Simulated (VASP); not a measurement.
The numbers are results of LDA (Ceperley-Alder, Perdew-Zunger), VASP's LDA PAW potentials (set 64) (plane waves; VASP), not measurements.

Input for VASP

### KPOINTS
```
Automatic mesh
0
Gamma
6 6 6
0 0 0
```

### INCAR
```
# general
SYSTEM   = BaHfO3
PREC     = Accurate
ENCUT    = 520
LREAL    = .FALSE.
LASPH    = .TRUE.

# electronic loop
EDIFF    = 1E-8
NELM     = 100
ALGO     = Normal
LMAXMIX  = 6

# smearing
ISMEAR   = 0
SIGMA    = 0.01

# output
LWAVE    = .FALSE.
LCHARG   = .FALSE.

# other
LEPSILON = .TRUE.
```

**POSCAR**
```
BaHfO3
4.1230060
  1.0000000236   0.0000000000   0.0000000000
  0.0000000000   1.0000000236   0.0000000000
  0.0000000000   0.0000000000   1.0000000236
Ba Hf O
1 1 3
Cart
  0.0000000000   0.0000000000   0.0000000000
  0.5000000118   0.5000000118   0.5000000118
  0.5000000118   0.0000000000   0.5000000118
  0.0000000000   0.5000000118   0.5000000118
  0.5000000118   0.5000000118   0.0000000000
```

POTCAR, in this order: Ba_sv Hf_pv O (LDA.64 set). Program: vasp_std.

What VASP printed:

OSZICAR:
```
...
RMM:  12    -0.529835906137E+00   -0.11358E-08    0.14975E-07   820   0.232E-04
RMM:  13    -0.529835906898E+00   -0.76140E-09   -0.58333E-07   758   0.221E-04
RMM:  14    -0.529835906543E+00    0.35565E-09   -0.29828E-08   724   0.214E-04
 Linear response to external field (no local field effect), progress :
  Direction:   2
       N       E                     dE             d eps       ncg     rms          rms(c)
RMM:   1    -0.796348096050E+00   -0.79635E+00   -0.32194E+00  1756   0.473E+00
RMM:   2    -0.811434348845E+00   -0.15086E-01   -0.99639E-02  1788   0.101E+00
RMM:   3    -0.814482207887E+00   -0.30479E-02   -0.13991E-02  1851   0.233E-01
RMM:   4    -0.814913233914E+00   -0.43103E-03   -0.91944E-04  1887   0.633E-02
RMM:   5    -0.814952386410E+00   -0.39152E-04   -0.17000E-04  1834   0.211E-02
RMM:   6    -0.814958219231E+00   -0.58328E-05   -0.17388E-06  1785   0.681E-03
RMM:   7    -0.814958905609E+00   -0.68638E-06   -0.27500E-05  1694   0.282E-03
RMM:   8    -0.814958976136E+00   -0.70527E-07    0.14156E-05  1538   0.122E-03
RMM:   9    -0.814959007803E+00   -0.31667E-07   -0.89379E-06  1392   0.689E-04
RMM:  10    -0.814959013016E+00   -0.52134E-08    0.38278E-06  1212   0.479E-04
RMM:  11    -0.814959014128E+00   -0.11117E-08   -0.35673E-06  1033   0.392E-04
RMM:  12    -0.814959017267E+00   -0.31390E-08    0.17153E-07   940   0.358E-04
RMM:  13    -0.814959016464E+00    0.80236E-09   -0.14595E-06   884   0.343E-04
RMM:  14    -0.814959017276E+00   -0.81163E-09   -0.12707E-07   811   0.335E-04
RMM:  15    -0.814959016923E+00    0.35257E-09   -0.22731E-07   783   0.334E-04
 Linear response to external field (no local field effect), progress :
  Direction:   3
       N       E                     dE             d eps       ncg     rms          rms(c)
RMM:   1    -0.932340504986E+00   -0.93234E+00   -0.38036E+00  1699   0.508E+00
RMM:   2    -0.948072752913E+00   -0.15732E-01   -0.11412E-01  1740   0.103E+00
RMM:   3    -0.951104607926E+00   -0.30319E-02   -0.15979E-02  1739   0.224E-01
RMM:   4    -0.951565277331E+00   -0.46067E-03   -0.10044E-03  1791   0.592E-02
RMM:   5    -0.951617974580E+00   -0.52697E-04   -0.17565E-04  1697   0.191E-02
RMM:   6    -0.951625851003E+00   -0.78764E-05   -0.38948E-05  1549   0.653E-03
RMM:   7    -0.951627150520E+00   -0.12995E-05    0.24260E-05  1422   0.253E-03
RMM:   8    -0.951627329189E+00   -0.17867E-06   -0.22074E-05  1283   0.114E-03
RMM:   9    -0.951627366951E+00   -0.37762E-07    0.19576E-05  1212   0.634E-04
RMM:  10    -0.951627377430E+00   -0.10479E-07   -0.13710E-05  1097   0.443E-04
RMM:  11    -0.951627381472E+00   -0.40423E-08    0.89387E-06   961   0.361E-04
RMM:  12    -0.951627381579E+00   -0.10698E-09   -0.59124E-06   869   0.323E-04
RMM:  13    -0.951627382362E+00   -0.78315E-09    0.44543E-06   813   0.308E-04
RMM:  14    -0.951627382244E+00    0.11872E-09   -0.29268E-06   766   0.299E-04
RMM:  15    -0.951627382414E+00   -0.17036E-09    0.25848E-06   743   0.293E-04
RMM:  16    -0.951627382573E+00   -0.15850E-09   -0.20324E-06   721   0.290E-04
 Linear response to external field, progress :
  Direction:   1
       N       E                     dE             d eps       ncg     rms          rms(c)
RMM:   1    -0.748490938769E+00   -0.74849E+00   -0.29611E+00  3455   0.458E+00
RMM:   2    -0.762541939491E+00   -0.14051E-01   -0.96662E-02  3420   0.955E-01    0.212E+00
RMM:   3    -0.740333251698E+00    0.22209E-01   -0.37714E-02  2895   0.983E-01    0.112E+00
RMM:   4    -0.754345059831E+00   -0.14012E-01   -0.26350E-02  2943   0.937E-01    0.223E-01
RMM:   5    -0.760760153514E+00   -0.64151E-02   -0.33154E-03  3257   0.264E-01    0.887E-02
RMM:   6    -0.762084911455E+00   -0.13248E-02   -0.30211E-04  3396   0.678E-02    0.358E-02
RMM:   7    -0.762082869450E+00    0.20420E-05   -0.20063E-05  3390   0.194E-02    0.849E-03
RMM:   8    -0.762069342707E+00    0.13527E-04   -0.76197E-06  3314   0.807E-03    0.262E-03
RMM:   9    -0.762099065155E+00   -0.29722E-04    0.73150E-06  3580   0.308E-03    0.996E-04
RMM:  10    -0.762110592013E+00   -0.11527E-04   -0.87189E-07  3547   0.134E-03    0.465E-04
RMM:  11    -0.762108429735E+00    0.21623E-05    0.30147E-06  3368   0.811E-04    0.185E-04
RMM:  12    -0.762112468148E+00   -0.40384E-05   -0.10974E-06  3154   0.490E-04    0.140E-04
RMM:  13    -0.762112034865E+00    0.43328E-06    0.10773E-06  2615   0.337E-04    0.118E-05
RMM:  14    -0.762112203450E+00   -0.16858E-06   -0.61159E-07  1861   0.280E-04    0.680E-06
 Linear response to external field, progress :
  Direction:   2
       N       E                     dE             d eps       ncg     rms          rms(c)
RMM:   1    -0.748421060621E+00   -0.74842E+00   -0.29604E+00  3455   0.458E+00
RMM:   2    -0.762517535884E+00   -0.14096E-01   -0.96494E-02  3417   0.954E-01    0.212E+00
RMM:   3    -0.740341206243E+00    0.22176E-01   -0.37698E-02  2892   0.983E-01    0.112E+00
RMM:   4    -0.754360638262E+00   -0.14019E-01   -0.26323E-02  2936   0.937E-01    0.224E-01
RMM:   5    -0.760769131205E+00   -0.64085E-02   -0.33017E-03  3257   0.264E-01    0.889E-02
RMM:   6    -0.762105659727E+00   -0.13365E-02   -0.32259E-04  3395   0.679E-02    0.357E-02
RMM:   7    -0.762099739127E+00    0.59206E-05   -0.15020E-05  3391   0.194E-02    0.847E-03
RMM:   8    -0.762088672824E+00    0.11066E-04   -0.13619E-05  3309   0.812E-03    0.260E-03
RMM:   9    -0.762116728034E+00   -0.28055E-04   -0.25433E-06  3587   0.316E-03    0.102E-03
RMM:  10    -0.762129406550E+00   -0.12679E-04   -0.78344E-06  3541   0.140E-03    0.503E-04
RMM:  11    -0.762126542197E+00    0.28644E-05    0.11946E-06  3407   0.841E-04    0.206E-04
RMM:  12    -0.762130730490E+00   -0.41883E-05   -0.26565E-06  3153   0.492E-04    0.153E-04
RMM:  13    -0.762130534060E+00    0.19643E-06    0.55723E-07  2757   0.346E-04    0.924E-06
 Linear response to external field, progress :
  Direction:   3
       N       E                     dE             d eps       ncg     rms          rms(c)
RMM:   1    -0.748214703094E+00   -0.74821E+00   -0.29583E+00  3445   0.457E+00
RMM:   2    -0.762624283316E+00   -0.14410E-01   -0.97145E-02  3405   0.950E-01    0.212E+00
RMM:   3    -0.740372881296E+00    0.22251E-01   -0.37480E-02  2885   0.981E-01    0.112E+00
RMM:   4    -0.754404384246E+00   -0.14032E-01   -0.26307E-02  2940   0.936E-01    0.223E-01
RMM:   5    -0.760881723328E+00   -0.64773E-02   -0.32847E-03  3245   0.263E-01    0.877E-02
RMM:   6    -0.762162230382E+00   -0.12805E-02   -0.30461E-04  3384   0.667E-02    0.360E-02
RMM:   7    -0.762156044074E+00    0.61863E-05   -0.53820E-05  3379   0.190E-02    0.842E-03
RMM:   8    -0.762143381784E+00    0.12662E-04   -0.72557E-07  3292   0.806E-03    0.285E-03
RMM:   9    -0.762173869792E+00   -0.30488E-04    0.18976E-06  3584   0.303E-03    0.982E-04
RMM:  10    -0.762185652723E+00   -0.11783E-04    0.70124E-08  3550   0.134E-03    0.478E-04
RMM:  11    -0.762182017961E+00    0.36348E-05   -0.50765E-07  3366   0.828E-04    0.235E-04
RMM:  12    -0.762186527631E+00   -0.45097E-05    0.10097E-06  3127   0.498E-04    0.156E-04
RMM:  13    -0.762186184548E+00    0.34308E-06   -0.40780E-07  2697   0.347E-04    0.115E-05
RMM:  14    -0.762186227092E+00   -0.42544E-07    0.31707E-07  1795   0.281E-04    0.887E-06
```

**OUTCAR**
```
------------------------ aborting loop because EDIFF is reached ----------------------------------------

 HEAD OF MICROSCOPIC STATIC DIELECTRIC TENSOR (INDEPENDENT PARTICLE, excluding Hartree and local field effects)
 ------------------------------------------------------
           4.952615    -0.000000    -0.000000
          -0.000000     4.952615    -0.000000
           0.000000     0.000000     4.952615
 ------------------------------------------------------

 MACROSCOPIC STATIC DIELECTRIC TENSOR (including local field effects in DFT)
 ------------------------------------------------------
           4.747645    -0.000000     0.000000
          -0.000000     4.747645    -0.000000
          -0.000000    -0.000000     4.747645
 ------------------------------------------------------

 PIEZOELECTRIC TENSOR (including local field effects)  for field in x, y, z        (e  Angst)
          XX          YY          ZZ          XY          YZ          ZX
  --------------------------------------------------------------------------------
  x     0.00000     0.00000     0.00000     0.00000     0.00000     0.00000
  y     0.00000     0.00000     0.00000     0.00000     0.00000     0.00000
  z     0.00000     0.00000     0.00000     0.00000     0.00000     0.00000

 PIEZOELECTRIC TENSOR (including local field effects)  for field in x, y, z        (C/m^2)
          XX          YY          ZZ          XY          YZ          ZX
  --------------------------------------------------------------------------------
  x     0.00000     0.00000     0.00000     0.00000     0.00000     0.00000
  y     0.00000     0.00000     0.00000     0.00000     0.00000     0.00000
  z     0.00000     0.00000     0.00000     0.00000     0.00000     0.00000

 BORN EFFECTIVE CHARGES (including local field effects) (in |e|, cummulative output)
 ---------------------------------------------------------------------------------
 ion    1
    1     2.74901    -0.00000    -0.00000
    2    -0.00000     2.74901    -0.00000
    3     0.00000    -0.00000     2.74901
 ion    2
    1     5.86287    -0.00000     0.00000
    2    -0.00000     5.86287     0.00000
    3    -0.00000     0.00000     5.86287
 ion    3
    1    -2.02883    -0.00000     0.00000
    2     0.00000    -4.55422    -0.00000
    3     0.00000    -0.00000    -2.02883
 ion    4
    1    -4.55422     0.00000    -0.00000
    2     0.00000    -2.02883    -0.00000
    3     0.00000    -0.00000    -2.02883
 ion    5
    1    -2.02883     0.00000    -0.00000
    2     0.00000    -2.02883    -0.00000
    3     0.00000    -0.00000    -4.55422
```
(Selected blocks of OUTCAR.)

The compound is BaHfO3 in the cubic perovskite structure. It was relaxed first.
